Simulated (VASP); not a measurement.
Input:

```xyz
2
Lattice="0.0000 2.2689 2.2689 2.2689 0.0000 2.2689 2.2689 2.2689 0.0000" Properties=species:S:1:pos:R:3 pbc="T T T"
B      0.0000     0.0000     0.0000
P      1.1345     1.1345     1.1345
```

The numbers are results of vdW-DF-cx, VASP's PBE PAW potentials (set 64) (plane waves; VASP), not measurements. Run with 520 eV cut-off, Gaussian smearing of 0.050 eV, potentials B P.

Question: Predict the band gap (along the path) with the smallest direct gap where there is one.

Answer: 
The band gap (along the path) is 1.21 eV. The smallest direct gap (along the path) is 3.40 eV.

Only differences to runs with the same potentials and settings are physical.

The compound is BP in the zinc blende structure. It was relaxed first.
